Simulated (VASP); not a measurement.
ZnS (wurtzite) is relaxed at rising pressure, each step from the one before. Symmetry mostly holds the structure type, and other phases were not tried. The mesh follows the cell, and a change of mesh leaves a small step in the series.

Consider the following.

```
CELL_PARAMETERS angstrom
      1.92464    -3.33357     0.00000
      1.92464     3.33357     0.00000
      0.00000     0.00000     6.30880
ATOMIC_POSITIONS crystal
  Zn 0.66667 0.33333 0.50014
  Zn 0.33333 0.66667 0.00014
  S  0.66667 0.33333 0.87486
  S  0.33333 0.66667 0.37486
```

Computed with PBE GGA, VASP's PBE PAW potentials (set 64) (plane waves; VASP). Settings: 500 eV cut-off, 7×7×4 Γ-centred mesh, Gaussian smearing of 0.050 eV, potentials Zn S.

```json
[
 {"P (GPa)": "0", "V (Å³/atom)": "20.24", "H − H(0) (eV/atom)": "0.000", "space group": "P6_3mc", "k-mesh": "7×7×4"},
 {"P (GPa)": "5", "V (Å³/atom)": "18.99", "H − H(0) (eV/atom)": "0.611", "space group": "P6_3mc", "k-mesh": "7×7×4"},
 {"P (GPa)": "10", "V (Å³/atom)": "18.05", "H − H(0) (eV/atom)": "1.189", "space group": "P6_3mc", "k-mesh": "7×7×4"},
 {"P (GPa)": "20", "V (Å³/atom)": "[?]", "H − H(0) (eV/atom)": "[?]", "space group": "P6_3mc", "k-mesh": "7×7×4"},
 {"P (GPa)": "30", "V (Å³/atom)": "15.73", "H − H(0) (eV/atom)": "3.284", "space group": "P6_3mc", "k-mesh": "7×7×4"},
 {"P (GPa)": "45", "V (Å³/atom)": "[?]", "H − H(0) (eV/atom)": "[?]", "space group": "P6_3mc", "k-mesh": "8×8×4"}
]
```

Q: Some entries are withheld; supply them.

A: 
- 20, V (Å³/atom): 16.72
- 20, H − H(0) (eV/atom): 2.272
- 45, V (Å³/atom): 14.65
- 45, H − H(0) (eV/atom): 4.704

Pressures at which the relaxation failed are left out.

The compound is ZnS in the wurtzite structure, the high-temperature form.
